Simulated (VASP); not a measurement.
# FInBr2 in VASP: a series of runs

One molecule, FInBr2, is run at these levels: PBE; tasks: single point, relaxation of the atoms.

All numbers are computed with VASP 6.6.1; they aren't measurements. Logs are shortened: lines on timing, memory, paths and dates and some standing lists are left out, and cuts for length are marked.

## 1. The undisturbed molecule

The cell holds a molecule in a box, 4 atoms: a = 12.000 Å, b = 13.000 Å, c = 13.000 Å, α = 90.00°, β = 90.00°, γ = 90.00°.

## 2. Single point, PBE (atoms moved at random, drawn with an rms of 0.05 Å)

The input, INCAR:

```
PREC = Accurate
ENCUT = 520
EDIFF = 1E-6
ISMEAR = 0
SIGMA = 0.01
LREAL = F
LASPH = T
NELM = 60
ALGO = Normal
ISIF = 2
LWAVE = F
LCHARG = T
GGA = PE
LELF = T
LVHAR = T
LVACPOTAV = T
NBANDS = 25
```

The input, KPOINTS:

```
Automatic mesh
0
Gamma
  1 1 1
```

The input, POSCAR:

```
InBr2F
1.0
   12.0000000000      0.0000000000      0.0000000000
    0.0000000000     13.0000000000      0.0000000000
    0.0000000000      0.0000000000     13.0000000000
F In Br
1 1 2
Direct
    0.5512440000      0.6285170000      0.6219440000
    0.5207430000      0.5364280000      0.5110500000
    0.6207960000      0.3773740000      0.5036450000
    0.3842260000      0.5985220000      0.3815500000
```

Potentials or basis: VASP PAW PBE potentials, release 64 (F, In_d, Br).

Run with:

```console
cat potpaw_PBE.64/F/POTCAR potpaw_PBE.64/In_d/POTCAR potpaw_PBE.64/Br/POTCAR > POTCAR
mpirun -np 1 vasp_gam > vasp.out
```

OUTCAR:

```text
PREC = Accurate
   ENCUT = 520
   EDIFF = 1E-6
   ISMEAR = 0
   LREAL = F
   LASPH = T
   NELM = 60
   ISIF = 2
   GGA = PE

 ion  position               nearest neighbor table
   1  0.551  0.629  0.622-   2 1.91
   2  0.521  0.536  0.511-   1 1.91   3 2.39   4 2.48
   3  0.621  0.377  0.504-   2 2.39
   4  0.384  0.599  0.382-   2 2.48

  LATTYP: Found a simple tetragonal cell.
 ALAT       =    13.0000000000
 C/A-ratio  =     0.9230769231

  Lattice vectors:

 A1 = (   0.0000000000,  13.0000000000,   0.0000000000)
 A2 = (   0.0000000000,   0.0000000000,  13.0000000000)
 A3 = (  12.0000000000,   0.0000000000,   0.0000000000)

Analysis of symmetry for initial positions (statically):
=====================================================================
 Subroutine PRICEL returns:
 Original cell was already a primitive cell.

 Routine SETGRP: Setting up the symmetry group for a
 simple tetragonal supercell.

 Subroutine GETGRP returns: Found  1 space group operations
 (whereof  1 operations were pure point group operations)
 out of a pool of 16 trial point group operations.

The static configuration has the point symmetry C_1 .

Analysis of symmetry for dynamics (positions and initial velocities):
=====================================================================
 Subroutine PRICEL returns:
 Original cell was already a primitive cell.

 Routine SETGRP: Setting up the symmetry group for a
 simple tetragonal supercell.

 Subroutine GETGRP returns: Found  1 space group operations
 (whereof  1 operations were pure point group operations)
 out of a pool of 16 trial point group operations.

The dynamic configuration has the point symmetry C_1 .

 Subroutine INISYM returns: Found  1 space group operations
 (whereof  1 operations are pure point group operations),
 and found     1 'primitive' translations

----------------------------------------------------------------------------------------

                                     Primitive cell

  volume of cell :    2028.0000

  direct lattice vectors                    reciprocal lattice vectors
    12.000000000  0.000000000  0.000000000     0.083333333  0.000000000  0.000000000
     0.000000000 13.000000000  0.000000000     0.000000000  0.076923077  0.000000000
     0.000000000  0.000000000 13.000000000     0.000000000  0.000000000  0.076923077

  length of vectors
    12.000000000 13.000000000 13.000000000     0.083333333  0.076923077  0.076923077

  position of ions in fractional coordinates (direct lattice)
     0.551244000  0.628517000  0.621944000
     0.520743000  0.536428000  0.511050000
     0.620796000  0.377374000  0.503645000
     0.384226000  0.598522000  0.381550000

  ion indices of the primitive-cell ions
   primitive index   ion index
                 1           1
                 2           2
                 3           3
                 4           4

----------------------------------------------------------------------------------------

 KPOINTS: Automatic mesh

Automatic generation of k-mesh.
 Grid dimensions read from file:
 generate k-points for:    1    1    1

 Generating k-lattice:

  Cartesian coordinates                     Fractional coordinates (reciprocal lattice)
     0.083333333  0.000000000  0.000000000     1.000000000  0.000000000  0.000000000
     0.000000000  0.076923077  0.000000000     0.000000000  1.000000000  0.000000000
     0.000000000  0.000000000  0.076923077     0.000000000  0.000000000  1.000000000

  Length of vectors
     0.083333333  0.076923077  0.076923077

  Shift w.r.t. Gamma in fractional coordinates (k-lattice)
     0.000000000  0.000000000  0.000000000

 Subroutine IBZKPT returns following result:
 ===========================================

 Found      1 irreducible k-points:

 Following reciprocal coordinates:
            Coordinates               Weight
  0.000000  0.000000  0.000000      1.000000
   k-points           NKPTS =      1   k-points in BZ     NKDIM =      1   number of bands    NBANDS=     25
   number of dos      NEDOS =    301   number of ions     NIONS =      4
   total plane-waves  NPLWV = 864360
   dimension x,y,z NGX =    90 NGY =   98 NGZ =   98
   dimension x,y,z NGXF=   180 NGYF=  196 NGZF=  196
   ions per type =               1   1   2
   NGX,Y,Z   is equivalent  to a cutoff of  12.47, 12.53, 12.53 a.u.
   NGXF,Y,Z  is equivalent  to a cutoff of  24.94, 25.06, 25.06 a.u.
 SYSTEM =  unknown system
   PREC   = accura    normal or accurate (medium, high low for compatibility)
   ISTART =      0    job   : 0-new  1-cont  2-samecut
   ICHARG =      2    charge: 1-file 2-atom 10-const
   ISPIN  =      1    spin polarized calculation?
   LNONCOLLINEAR =      F non collinear calculations
   LSORBIT =      F    spin-orbit coupling
   LASPH  =      T    aspherical Exc in radial PAW
   ENCUT  =  520.0 eV  38.22 Ry    6.18 a.u.  22.31 24.17 24.17*2*pi/ulx,y,z
   NELM   =     60;   NELMIN=  2; NELMDL= -5     # of ELM steps
   EDIFF  = 0.1E-05   stopping-criterion for ELM
   LREAL  =      F    real-space projection
   EDIFFG = 0.1E-04   stopping-criterion for IOM
   NSW    =      0    number of steps for IOM
   IBRION =     -1    ionic relax: 0-MD 1-quasi-New 2-CG
   NFREE  =      0    steps in history (QN), initial steepest desc. (CG)
   ISIF   =      2    stress and relaxation
   ISYM   =      2    0-nonsym 1-usesym 2-fastsym
   POTIM  = 0.5000    time-step for ionic-motion
   TEBEG  =    0.0;   TEEND  =   0.0 temperature during run
   PSTRESS=    0.0 pullay stress
   NELECT =      34.0000    total number of electrons
   NUPDOWN=      -1.0000    fix difference up-down
   EMIN   =  10.00;   EMAX   =-10.00  energy-range for DOS
   EFERMI =   0.00;   METHOD = LEGACY
   ISMEAR =     0;   SIGMA  =   0.01  broadening in eV -4-tet -1-fermi 0-gaus
   EFERMI_NEDOS =   21; number of points for ismear=-14 and -15
   IALGO  =     38    algorithm
   IMIX   =      4    mixing-type and parameters
     AMIX     =   0.40;   BMIX     =  1.00
     AMIX_MAG =   1.60;   BMIX_MAG =  1.00
  volume/ion in A,a.u.               =     507.00      3421.40
  Fermi-wavevector in a.u.,A,eV,Ry     =   0.418998  0.791791  2.388628  0.175559
  Thomas-Fermi vector in A             =   1.380257
   LORBIT       =      0    0 simple, 1 ext, 2 COOP (PROOUT), +10 PAW based schemes
   GGA     = PE    functional components
   LHFCALC =     F    Hartree Fock is set to
   AEXX    =    0.0000 exact exchange contribution
   IVDW    =     0    specifies the selected vdW correction
   LEPSILON=     F    determine dielectric tensor
   LRPA    =     F    only Hartree local field effects (RPA)
 non-spin polarized calculation
 Gauss-broadening in eV      SIGMA  =   0.01
  energy-cutoff  :      520.00
  volume of cell :     2028.00
 maximum number of plane-waves:     27285
 NGX is ok and might be reduce to    90
   NGX = 45   NGY = 49   NGZ = 49

 number of electron      33.9999996 magnetization

 Free energy of the ion-electron system (eV)
  ---------------------------------------------------
  ext. energy  EPLUGINS =         0.00000000
  ---------------------------------------------------
  free energy    TOTEN  =       -11.88138573 eV

  energy without entropy =      -11.88138573  energy(sigma->0) =      -11.88138573

 E-fermi :  -7.1016     XC(G=0):  -0.8838

 val. band max:       -7.1619554314   @ k =   0.0000   0.0000   0.0000
 cond. band min:      -3.5338021023   @ k =   0.0000   0.0000   0.0000
 fundamental gap:      3.6281533291
 Fermi energy:        -7.1016040038

 k-point     1 :       0.0000    0.0000    0.0000
  band No.  band energies     occupation
      1     -27.9785      2.00000
      2     -20.9288      2.00000
      3     -20.5705      2.00000
      4     -20.1471      2.00000
      5     -20.0826      2.00000
      6     -19.9073      2.00000
[... 17 lines left out ...]
     24       0.8671      0.00000
     25       0.9436      0.00000

------------------------ aborting loop because EDIFF is reached ----------------------------------------

  FORCE on cell =-STRESS in cart. coord.  units (eV):
  Direction    XX          YY          ZZ          XY          YZ          ZX
  --------------------------------------------------------------------------------------
  -------------------------------------------------------------------------------------
  Total        0.1508848      2.1013789      0.9418499     -0.3231850      1.3392894     -0.0267519
  in kB        0.1192033      1.6601488      0.7440881     -0.2553253      1.0580765     -0.0211347
  external PRESSURE =       0.8411467 kB  Pullay stress =       0.0000000 kB

 VOLUME and BASIS-vectors are now :
 -----------------------------------------------------------------------------
  energy-cutoff  :      520.00
  volume of cell :     2028.00
      direct lattice vectors                 reciprocal lattice vectors
    12.000000000  0.000000000  0.000000000     0.083333333  0.000000000  0.000000000
     0.000000000 13.000000000  0.000000000     0.000000000  0.076923077  0.000000000
     0.000000000  0.000000000 13.000000000     0.000000000  0.000000000  0.076923077

 POSITION                                       TOTAL-FORCE (eV/Angst)
 -----------------------------------------------------------------------------------
      6.61493      8.17072      8.08527         0.219806      0.761457      0.938985
      6.24892      6.97356      6.64365        -0.755646     -0.007510     -1.129216
      7.44955      4.90586      6.54738         0.353607     -0.646992     -0.020855
      4.61071      7.78079      4.96015         0.182233     -0.106954      0.211086
 -----------------------------------------------------------------------------------
    total drift:                                0.001716      0.000206     -0.002067

  FREE ENERGIE OF THE ION-ELECTRON SYSTEM (eV)
  ---------------------------------------------------
  free  energy   TOTEN  =       -11.8813857348 eV

  energy  without entropy=      -11.8813857348  energy(sigma->0) =      -11.88138573
```

Run time: 3.3 min. Hardware: 1 thread of Intel Xeon 6975P-C (Granite Rapids), shared host; peak memory 1.4 GiB.

Results:

- Free energy: -11.8814 eV
- Largest force: 1.359 eV/Å
- Gap between the frontier levels: 3.63 eV

Forces on the atoms (eV/Å):
```
F    0.220  0.761  0.939
In  -0.756 -0.008 -1.129
Br   0.354 -0.647 -0.021
Br   0.182 -0.107  0.211
```

Caveat: spin-orbit coupling is left out, which moves the levels of the heavy elements.

## 3. Relaxation of the atoms, PBE (atoms moved at random, drawn with an rms of 0.02 Å)

The input, INCAR:

```
SYSTEM = InBr2F
PREC = Accurate
ENCUT = 520
EDIFF = 1E-7
ISMEAR = 0
SIGMA = 0.01
LREAL = .FALSE.
LASPH = .TRUE.
NELM = 60
ALGO = Fast
ISIF = 2
LWAVE = .FALSE.
LCHARG = .FALSE.
GGA = PE
IBRION = 2
NSW = 60
EDIFFG = -0.01
```

The input, KPOINTS:

```
Automatic mesh
0
G
  1 1 1
  0 0 0
```

The input, POSCAR:

```
InBr2F
1.0
   12.0000000000      0.0000000000      0.0000000000
    0.0000000000     13.0000000000      0.0000000000
    0.0000000000      0.0000000000     13.0000000000
F In Br
1 1 2
Direct
    0.5540740000      0.6279150000      0.6210010000
    0.5199340000      0.5380150000      0.5076150000
    0.6179010000      0.3732760000      0.5011270000
    0.3837630000      0.5993010000      0.3839230000
```

Potentials or basis: VASP PAW PBE potentials, release 64 (F, In_d, Br).

Run with:

```console
cat potpaw_PBE.64/F/POTCAR potpaw_PBE.64/In_d/POTCAR potpaw_PBE.64/Br/POTCAR > POTCAR
mpirun -np 1 vasp_gam > vasp.out
```

It took 16 min on 1 thread of Intel Xeon 6975P-C (Granite Rapids), shared host; peak memory 1.6 GiB.

The run converged. Its results:

```yaml
Free_energy: -11.9403 eV
Energy_gained_by_relaxing: 5.0 meV/atom
Ionic_steps: 8
Largest_force_after_relaxing: 0.007 eV/Å
Gap_between_the_frontier_levels: 3.57 eV
```

Forces on the atoms (eV/Å):
```
F    0.003 -0.004  0.003
In   0.001  0.003 -0.002
Br   0.000  0.003  0.003
Br  -0.004 -0.001 -0.004
```

Step by step:
```tsv
step	energy change (eV)	largest force (eV/Å)	pressure (GPa)
1	0.0000	0.8475	0.06
2	-0.0059	0.7542	-0.01
3	-0.0164	0.2309	0.02
4	-0.0195	0.0788	0.00
5	-0.0198	0.0631	0.00
6	-0.0198	0.0608	0.00
7	-0.0199	0.0130	0.00
8	-0.0199	0.0065	0.00
```

Final structure:
```cif
data_structure
_symmetry_space_group_name_H-M 'P 1'
_symmetry_Int_Tables_number 1
_cell_length_a 12.0000
_cell_length_b 13.0000
_cell_length_c 13.0000
_cell_angle_alpha 90.000
_cell_angle_beta 90.000
_cell_angle_gamma 90.000
_cell_volume 2028.00
loop_
_atom_site_label
_atom_site_type_symbol
_atom_site_fract_x
_atom_site_fract_y
_atom_site_fract_z
_atom_site_occupancy
F1 F 0.55462 0.62919 0.62271 1
In1 In 0.52006 0.53722 0.50708 1
Br1 Br 0.61855 0.37223 0.50113 1
Br2 Br 0.38245 0.59987 0.38274 1
```

Levels at points of the mesh, in eV from the valence-band top:
```csv
k point,band 15,band 16,band 17,band 18,band 19,band 20
"(0.00, 0.00, 0.00)",-0.12,-0.10,0.00,3.57,5.11,7.12
```

Caveat: spin-orbit coupling is left out, which moves the levels of the heavy elements.
